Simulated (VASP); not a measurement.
# Sb2Pd with PBEsol: from relaxation to properties, part 2 of 6

Aim: relax Sb2Pd with PBEsol, compute its properties on that cell and hold them against experiment. The start is a cell from a database of measured crystal structures.

VASP 6.6.1, plane waves and PAW; the level of theory is named at each step.

Still holding for the runs below: The k-mesh is coarse for a metal.

So far. Step 2 (Relaxing cell and atoms (PBEsol)): It ends with a largest force of 0.002 eV/Å and a pressure of -0.01 GPa. The volume lies +0.2 % from that of the database's start.

## (3) Density, ELF and potential (PBEsol)

Level of this step: PBEsol; plane waves and PAW (Sb, Pd) (VASP).

The relaxed cell gets a fresh self-consistent run, on a basis set for its own volume, to fix the density and to check the remaining stress.

INCAR

```
SYSTEM = Sb2Pd
PREC = Accurate
ENCUT = 400
EDIFF = 1E-06
NELM = 100
ISMEAR = 0
SIGMA = 0.05
LREAL = .FALSE.
ALGO = Normal
GGA = PS
NBANDS = 52
LASPH = .TRUE.
LORBIT = 11
LWAVE = .FALSE.
LCHARG = .TRUE.
ISIF = 2
LELF = .TRUE.
LVHAR = .TRUE.
```

POSCAR

```
Sb2Pd
1.0
    6.4621170971      0.0000000000      0.0000000000
    0.0000000000      6.4621170971      0.0000000000
    0.0000000000      0.0000000000      6.4621170971
Sb Pd
8 4
Direct
    0.3722996310      0.3722996310      0.3722996310
    0.1277003690      0.6277003690      0.8722996310
    0.8722996310      0.1277003690      0.6277003690
    0.6277003690      0.8722996310      0.1277003690
    0.6277003690      0.6277003690      0.6277003690
    0.8722996310      0.3722996310      0.1277003690
    0.1277003690      0.8722996310      0.3722996310
    0.3722996310      0.1277003690      0.8722996310
    0.0000000000      0.0000000000      0.0000000000
    0.5000000000      0.0000000000      0.5000000000
    0.5000000000      0.5000000000      0.0000000000
    0.0000000000      0.5000000000      0.5000000000
```

KPOINTS

```
Automatic mesh
0
Gamma
4 4 4
0 0 0
```

PAW data sets: Sb and Pd (PBE family, release 64).

Launch:

```sh
$ mpirun -np 8 vasp_std
```

The log of the run:

```text
[banner, memory and clock lines left out]
running    8 mpi-ranks, on    1 nodes
 distrk:  each k-point on    8 cores,    1 groups
 distr:  one band on    1 cores,    8 groups

 POSCAR found type information on POSCAR SbPd
 POSCAR found :  2 types and      12 ions
 [... a notice as in an earlier step ...]

 [... a notice as in an earlier step ...]

 LDA part: xc-table for (Slater+PW92), standard interpolation
|                                                                             |
|           W    W    AA    RRRRR   N    N  II  N    N   GGGG   !!!           |
|           W    W   A  A   R    R  NN   N  II  NN   N  G    G  !!!           |
|           W    W  A    A  R    R  N N  N  II  N N  N  G       !!!           |
|           W WW W  AAAAAA  RRRRR   N  N N  II  N  N N  G  GGG   !            |
|           WW  WW  A    A  R   R   N   NN  II  N   NN  G    G                |
|           W    W  A    A  R    R  N    N  II  N    N   GGGG   !!!           |
|                                                                             |
|     The number of bands has been changed from the values supplied in        |
|     The orbitals not found in the WAVECAR file will be initialized with     |
|     random numbers, which is usually adequate. For correlated               |
|     calculations, however, you should redo the groundstate calculation.     |
|     I found NBANDS = 52. Now, NBANDS = 56.                                  |
|                                                                             |

 POSCAR, INCAR and KPOINTS ok, starting setup
 FFT: planning ... GRIDC
 FFT: planning ... GRID_SOFT
 FFT: planning ... GRID
 WAVECAR not read
 entering main loop
       N       E                     dE             d eps       ncg     rms          rms(c)
DAV:   1     0.391580082426E+03    0.39158E+03   -0.26374E+04  1232   0.986E+02
DAV:   2    -0.418749119604E+02   -0.43345E+03   -0.40981E+03  1392   0.217E+02
DAV:   3    -0.662906931199E+02   -0.24416E+02   -0.23585E+02  1464   0.537E+01
DAV:   4    -0.666756606875E+02   -0.38497E+00   -0.38411E+00  1400   0.734E+00
DAV:   5    -0.666821566933E+02   -0.64960E-02   -0.64956E-02  1408   0.104E+00    0.150E+01
DAV:   6    -0.658007693134E+02    0.88139E+00   -0.78656E+00  1336   0.182E+01    0.699E+00
DAV:   7    -0.651523571213E+02    0.64841E+00   -0.21367E+00  1320   0.105E+01    0.504E+00
DAV:   8    -0.650455205375E+02    0.10684E+00   -0.40059E-01  1344   0.211E+00    0.939E-01
DAV:   9    -0.650250561959E+02    0.20464E-01   -0.54136E-02  1304   0.149E+00    0.278E-01
DAV:  10    -0.650252989187E+02   -0.24272E-03   -0.64066E-03  1392   0.307E-01    0.110E-01
DAV:  11    -0.650252982897E+02    0.62896E-06   -0.43456E-04  1384   0.134E-01    0.611E-02
DAV:  12    -0.650252811023E+02    0.17187E-04   -0.87573E-05  1360   0.603E-02    0.383E-02
DAV:  13    -0.650252790816E+02    0.20207E-05   -0.61514E-06  1344   0.810E-03    0.642E-03
DAV:  14    -0.650252791466E+02   -0.65064E-07   -0.30968E-07   760   0.205E-03
   1 F= -.65025279E+02 E0= -.65023609E+02  d E =-.334023E-02
```

Elapsed: 32 s, on 8 MPI ranks of Intel Xeon Platinum 8259CL at 2.50GHz (Skylake/Cascade Lake), shared host; peak memory 1.1 GiB; 3.3 min of CPU time.

Parts of OUTCAR (step 3):

```text
  LATTYP: Found a simple cubic cell.
 ALAT       =     6.4621170971

 Found     11 irreducible k-points:

   k-points           NKPTS =     11   k-points in BZ     NKDIM =     11   number of bands    NBANDS=     56

   ENCUT  =  400.0 eV  29.40 Ry    5.42 a.u.  10.54 10.54 10.54*2*pi/ulx,y,z

   NELECT =      80.0000    total number of electrons

 E-fermi :   8.7124

 k-point     1 :       0.0000    0.0000    0.0000
  band No.  band energies     occupation
    ...
     39       8.2166      2.00000
     40       8.2166      2.00000
     41       8.5018      2.00000
     42       8.5018      2.00000
     43       8.5018      2.00000
     44       9.6082      0.00000
     45      11.3974      0.00000
     46      11.3974      0.00000
     47      11.3974      0.00000
     48      12.9651      0.00000
    ...

 k-point     2 :       0.2500    0.0000    0.0000
  band No.  band energies     occupation
    ...
     37       7.4044      2.00000
     38       7.9186      2.00000
     39       7.9646      2.00000
     40       8.5931      1.99927
     41       8.6894      1.48559
     42       8.7621      0.15986
     43       9.0883      0.00000
     44       9.7382      0.00000
     45      11.2608      0.00000
     46      11.6614      0.00000
    ...

  Total        0.0044186      0.0044186      0.0044186     -0.0000000      0.0000000      0.0000000
  in kB        0.0262343      0.0262343      0.0262343     -0.0000000      0.0000000      0.0000000
  external PRESSURE =       0.0262343 kB  Pullay stress =       0.0000000 kB

  energy-cutoff  :      400.00
  volume of cell :      269.85
      direct lattice vectors                 reciprocal lattice vectors
     6.462117097  0.000000000  0.000000000     0.154748047  0.000000000  0.000000000
     0.000000000  6.462117097  0.000000000     0.000000000  0.154748047  0.000000000
     0.000000000  0.000000000  6.462117097     0.000000000  0.000000000  0.154748047

 POSITION                                       TOTAL-FORCE (eV/Angst)
 -----------------------------------------------------------------------------------
      2.40584      2.40584      2.40584        -0.001175     -0.001175     -0.001175
      0.82521      4.05627      5.63690         0.001175      0.001175     -0.001175
      5.63690      0.82521      4.05627        -0.001175      0.001175      0.001175
      4.05627      5.63690      0.82521         0.001175     -0.001175      0.001175
      4.05627      4.05627      4.05627         0.001175      0.001175      0.001175
      5.63690      2.40584      0.82521        -0.001175     -0.001175      0.001175
      0.82521      5.63690      2.40584         0.001175     -0.001175     -0.001175
      2.40584      0.82521      5.63690        -0.001175      0.001175     -0.001175
      0.00000      0.00000      0.00000         0.000000      0.000000      0.000000
      3.23106      0.00000      3.23106         0.000000      0.000000      0.000000
      3.23106      3.23106      0.00000         0.000000      0.000000      0.000000
      0.00000      3.23106      3.23106         0.000000      0.000000      0.000000
 -----------------------------------------------------------------------------------
    total drift:                               -0.000000     -0.000000     -0.000000

  FREE ENERGIE OF THE ION-ELECTRON SYSTEM (eV)
  ---------------------------------------------------
  free  energy   TOTEN  =       -65.0252791466 eV

  energy  without entropy=      -65.0219389161  energy(sigma->0) =      -65.02360903

 total charge
# of ion       s       p       d       tot
------------------------------------------
    1        1.174   1.178   0.052   2.404
    2        1.174   1.178   0.052   2.404
    3        1.174   1.178   0.052   2.404
    4        1.174   1.178   0.052   2.404
    5        1.174   1.178   0.052   2.404
    6        1.174   1.178   0.052   2.404
    7        1.174   1.178   0.052   2.404
    8        1.174   1.178   0.052   2.404
    9        0.509   0.617   8.522   9.648
   10        0.509   0.617   8.522   9.648
   11        0.509   0.617   8.522   9.648
   12        0.509   0.617   8.522   9.648
--------------------------------------------------
tot         11.430  11.892  34.508  57.829

[... 5 parts as in an earlier step ...]

[... 5 further parts left out ...]
```

This step gave:

```
SCF cycles   : 14
bands        : 56
Fermi energy : 8.712 eV
pressure     : 0.002623 GPa
```

Valence electrons inside each PAW sphere by angular momentum. Sphere charges, by row:

| atom | s (e) | p (e) | d (e) | tot (e) |
| --- | --- | --- | --- | --- |
| Sb1 | 1.174 | 1.178 | 0.052 | 2.404 |
| Sb2 | 1.174 | 1.178 | 0.052 | 2.404 |
| Sb3 | 1.174 | 1.178 | 0.052 | 2.404 |
| Sb4 | 1.174 | 1.178 | 0.052 | 2.404 |
| Sb5 | 1.174 | 1.178 | 0.052 | 2.404 |
| Sb6 | 1.174 | 1.178 | 0.052 | 2.404 |
| Sb7 | 1.174 | 1.178 | 0.052 | 2.404 |
| Sb8 | 1.174 | 1.178 | 0.052 | 2.404 |
| Pd9 | 0.509 | 0.617 | 8.522 | 9.648 |
| Pd10 | 0.509 | 0.617 | 8.522 | 9.648 |
| Pd11 | 0.509 | 0.617 | 8.522 | 9.648 |
| Pd12 | 0.509 | 0.617 | 8.522 | 9.648 |

Valence density in the ac plane at fractional y = 0.000, with atoms of Pd within 0.2 Å of it. It is the smooth field of the valence electrons, not physical close to the nuclei.

Ten steps, logarithmic in the rise over the least value, from '_' (0.1 e/Å³) to '@' (5.6 e/Å³), each cell a mean:
```
@@%%**==--------==----::::::::==##@@
##**++--------------::..__..::--++##
++==--::------------..______..::==++
--::....::--------::..____..::------
::..____..::------::::....::::------
::..______..::--==----::::::--------
--::..____..--++****++==------------
--::::....::==##%%%%%%++----------==
------::::--++##@@@@%%**==----------
--==--------==##@@@@%%**--::::::::--
------------==**####**++::..__....::
------------::--==++==--::..____..::
--------::::..::::------::..______::
------::::..__..::--------::......::
====--::..______::----------::::::--
**++==::..____..::--------------++**
%%##++--......::----==--------==**%%
@@%%**==::::::----------------++##@@
```
Columns run along a (6.5 Å), rows up along c (6.5 Å). Atoms in or near the plane, at fractional coordinates: Pd at (0.00, 0.00), Pd at (0.50, 0.50).

ELF in the ac plane at fractional y = 0.000, with atoms of Pd within 0.2 Å of it. It is the smooth field of the valence electrons, not physical close to the nuclei.

Ten even steps from '_' (0.00) to '@' (0.83), each cell a mean:
```
____::==**%%%%@@@@@@%%**++==----::__
..::--==##@@@@@@@@%%**--::::------..
------++##@@@@@@%%##==::..::--==----
==--::==**%%@@@@%%**--....--++****++
++--::::==**%%%%**==--::--++##%%%%##
**--....::==++====------==##%%@@@@%%
%%++::..::------::::----==##@@@@@@@@
@@##++==------::____..--==##%%%%@@@@
@@@@%%**++==--..______::--++##%%@@@@
@@@@%%%%##++--..______----====**##@@
@@@@@@@@%%**----::..::----::::--++##
%%@@@@@@%%**------------==::....::++
##%%@@%%##++--::--==**##**==::..::==
++##%%##++--..::==**%%@@%%##==::::--
--==++++--....::++##%%@@@@%%**--::--
::------::..::--**%%@@@@@@%%**------
__..--------==**%%@@@@@@%%%%++--::__
____::--==**##%%@@@@@@%%##**==--..__
```
Columns run along a (6.5 Å), rows up along c (6.5 Å). Atoms in or near the plane, at fractional coordinates: Pd at (0.00, 0.00), Pd at (0.50, 0.50).

Electrostatic potential energy in the ac plane at fractional y = 0.000, with atoms of Pd within 0.2 Å of it. With pseudopotentials it is smooth inside the atoms' cores, unlike the true potential.

Ten even steps from '_' (-64 eV) to '@' (3 eV), each cell a mean:
```
__..++%%@@%%####%%@@@@@@@@@@@@%%--__
::==##@@%%##====##%%@@@@@@@@@@@@**--
##%%@@@@%%##====##%%@@@@@@@@@@@@@@##
@@@@@@@@@@%%####%%@@@@@@@@@@@@@@@@@@
@@@@@@@@@@@@%%%%@@@@@@@@@@@@%%%%%%%%
@@@@@@@@@@@@@@@@@@@@@@@@@@@@##++++##
%%@@@@@@@@@@@@##++==**%%@@%%**====**
@@@@@@@@@@@@%%==..__::**@@@@##****##
@@@@%%@@@@@@##::______==@@@@%%%%%%%%
%%######%%@@%%--____..++@@@@@@@@@@@@
%%++==++%%@@@@**--::==##@@@@@@@@@@@@
%%++==++%%@@@@@@%%##%%@@@@@@@@@@@@@@
%%######%%@@@@@@@@@@@@@@@@@@@@@@@@@@
@@@@%%@@@@@@@@@@@@@@%%%%%%@@@@@@@@@@
%%@@@@@@@@@@@@@@@@%%**++**%%@@@@@@@@
++**%%@@@@@@@@@@@@%%++--++%%@@@@##++
__::**@@@@@@@@@@@@%%##++**%%@@%%==..
____++%%@@@@@@%%@@@@%%%%%%@@@@##::__
```
Columns run along a (6.5 Å; values clipped at the 3rd and 97th percentile), rows up along c (6.5 Å). Atoms in or near the plane, at fractional coordinates: Pd at (0.00, 0.00), Pd at (0.50, 0.50).

In this run the pressure is 0.00 GPa, small enough to go on.

[end of part 2 of 6]

[Lines on the potential files, build, host, timing and source positions are cut from VASP's logs without a mark.]

[Logs are printed without paths, hosts, clocks, repeated set-up lines and the standing remarks that a program may print on its own settings, such as how far it seeks lower states.]

[Hosts, paths, dates, database ids (printed as entryN), source tags and the programs' standing remarks are cut or masked in the printed files.]

[A measured line is paired with the nearest computed mode of its activity, which favours agreement.]
